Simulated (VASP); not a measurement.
Computed with LDA (Ceperley-Alder, Perdew-Zunger), VASP's LDA PAW potentials (set 64) (plane waves; VASP).

VASP input:

File POSCAR:
```
CsCdCl3
5.3202030
  1.0000000000   0.0000000000   0.0000000000
  0.0000000000   1.0000000000   0.0000000000
  0.0000000000   0.0000000000   1.0000000000
Cs Cd Cl
1 1 3
Direct
  0.0044450000  -0.0035080000  -0.0021790000
  0.4994850000   0.4881290000   0.4997950000
 -0.0014490000   0.5107120000   0.4939030000
  0.4953720000   0.0101830000   0.4978030000
  0.5021470000   0.4944830000   0.0106780000
```

File KPOINTS:
```
Automatic mesh
0
Gamma
5 5 5
0 0 0
```

### INCAR
```
ALGO  =  Normal
EDIFF  =  1E-6
ENCUT  =  300
ISIF  =  2
ISMEAR  =  0
LASPH  =  .TRUE.
LCHARG  =  .FALSE.
LMAXMIX  =  4
LREAL  =  .FALSE.
LWAVE  =  .FALSE.
NELM  =  100
PREC  =  Accurate
SIGMA  =  0.01
SYSTEM  =  CsCdCl3
```

POTCAR, in this order: Cs_sv Cd Cl (LDA.64 set). Program: vasp_std.

The resulting files:

OSZICAR:
```
       N       E                     dE             d eps       ncg     rms          rms(c)
DAV:   1     0.231942324987E+03    0.23194E+03   -0.14630E+04  3158   0.976E+02
DAV:   2    -0.189037370908E+01   -0.23383E+03   -0.23043E+03  3966   0.249E+02
DAV:   3    -0.175439515602E+02   -0.15654E+02   -0.15630E+02  3615   0.719E+01
DAV:   4    -0.177140074633E+02   -0.17006E+00   -0.16995E+00  4137   0.818E+00
DAV:   5    -0.177163010317E+02   -0.22936E-02   -0.22932E-02  3929   0.886E-01    0.805E+00
DAV:   6    -0.167588499143E+02    0.95745E+00   -0.21010E+00  3960   0.147E+01    0.677E+00
DAV:   7    -0.166240745744E+02    0.13478E+00   -0.54147E-01  3869   0.613E+00    0.363E+00
DAV:   8    -0.166103247605E+02    0.13750E-01   -0.16489E-01  4139   0.349E+00    0.926E-01
DAV:   9    -0.166078297471E+02    0.24950E-02   -0.98128E-03  3715   0.101E+00    0.286E-01
DAV:  10    -0.166077726095E+02    0.57138E-04   -0.21364E-03  4040   0.425E-01    0.590E-02
DAV:  11    -0.166077794313E+02   -0.68218E-05   -0.27004E-04  4032   0.159E-01    0.358E-02
DAV:  12    -0.166077819777E+02   -0.25463E-05   -0.11217E-05  4039   0.197E-02    0.602E-03
DAV:  13    -0.166077813880E+02    0.58972E-06   -0.39079E-06  3195   0.128E-02
   1 F= -.16607781E+02 E0= -.16607781E+02  d E =-.223595E-50
```

### OUTCAR
```
------------------------ aborting loop because EDIFF is reached ----------------------------------------
  FORCE on cell =-STRESS in cart. coord.  units (eV):
  Direction    XX          YY          ZZ          XY          YZ          ZX
  --------------------------------------------------------------------------------------
  Total       -3.5923300     -3.1658168     -3.4473511      0.0078555     -0.0390650      0.0014628
  in kB      -38.2210138    -33.6830768    -36.6784932      0.0835793     -0.4156366      0.0155632
  external PRESSURE =     -36.1941946 kB  Pullay stress =       0.0000000 kB
  volume of cell :      150.59
      direct lattice vectors                 reciprocal lattice vectors
     5.320203000  0.000000000  0.000000000     0.187962753  0.000000000  0.000000000
     0.000000000  5.320203000  0.000000000     0.000000000  0.187962753  0.000000000
     0.000000000  0.000000000  5.320203000     0.000000000  0.000000000  0.187962753
 POSITION                                       TOTAL-FORCE (eV/Angst)
 -----------------------------------------------------------------------------------
      0.02365      5.30154      5.30861        -0.012905      0.004603      0.008475
      2.65736      2.59695      2.65901        -0.001865      0.240749      0.117450
      5.31249      2.71709      2.62766         0.015223      0.016227      0.071340
      2.63548      0.05418      2.64841         0.010506     -0.331492      0.059727
      2.67152      2.63075      0.05681        -0.010959      0.069914     -0.256992
 -----------------------------------------------------------------------------------
    total drift:                                0.000128      0.002024      0.002167
  FREE ENERGIE OF THE ION-ELECTRON SYSTEM (eV)
  ---------------------------------------------------
  free  energy   TOTEN  =       -16.6077813880 eV

  energy  without entropy=      -16.6077813880  energy(sigma->0) =      -16.60778139
```
(Selected blocks of OUTCAR.)

At this cut-off the stress carries a Pulay error, which pulls relaxed volumes low.

The structure comes from a computed database's CsCdCl3 entry (Pm-3m); how it stands against other phases isn't given here. The cell was not relaxed at this level, atoms are displaced from their ideal sites.
